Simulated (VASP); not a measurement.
An input for Quantum ESPRESSO's pw.x (written as the equivalent of a VASP run, and not itself run):

```
&CONTROL
  calculation = 'scf'
  pseudo_dir = './pseudo'
  outdir = './out'
  tprnfor = .true.
  tstress = .true.
/
&SYSTEM
  ibrav = 0
  nat = 2
  ntyp = 1
  ecutwfc = 78
  occupations = 'smearing'
  smearing = 'methfessel-paxton'
  degauss = 0.00735
  input_dft = 'pz'
/
&ELECTRONS
  conv_thr = 7.3e-09
  electron_maxstep = 100
/
ATOMIC_SPECIES
  Ge 72.630 Ge.upf
CELL_PARAMETERS angstrom
     0.0000000    2.8126278    2.8126278
     2.8126278    0.0000000    2.8126278
     2.8126278    2.8126278    0.0000000
ATOMIC_POSITIONS crystal
  Ge   0.0000000  0.0000000  0.0000000
  Ge   0.2500000  0.2500000  0.2500000
K_POINTS automatic
  11 11 11 0 0 0
```

Task: Write the VASP files for the same calculation (LDA).

Result: This is not unique; one that fits is 
### INCAR
```
ALGO = Normal
EDIFF = 1E-7
ENCUT = 520
ISIF = 2
ISMEAR = 1
LASPH = T
LCHARG = F
LMAXMIX = 4
LREAL = F
LWAVE = F
NELM = 100
PREC = Accurate
SIGMA = 0.1
SYSTEM = Ge
```

### POSCAR
```
Ge
1
    0.0000000000     2.8126277872     2.8126277872
    2.8126277872     0.0000000000     2.8126277872
    2.8126277872     2.8126277872     0.0000000000
Ge
2
Direct
  0.0000000000   0.0000000000   0.0000000000
  0.2500000000   0.2500000000   0.2500000000
```

**KPOINTS**
```
kpoints
0
Gamma
  11 11 11
```

POTCAR, in this order: Ge_d (LDA.64 set). Program: vasp_std.

Limits of the translation: the potentials are each code's own (VASP's PAW set, PseudoDojo norm-conserving files in pw.x), so ENCUT and ecutwfc are chosen apart and not converted; conv_thr bounds pw.x's estimated SCF error, while EDIFF bounds the energy change between steps.

The compound is Ge in the diamond structure. It was relaxed first.
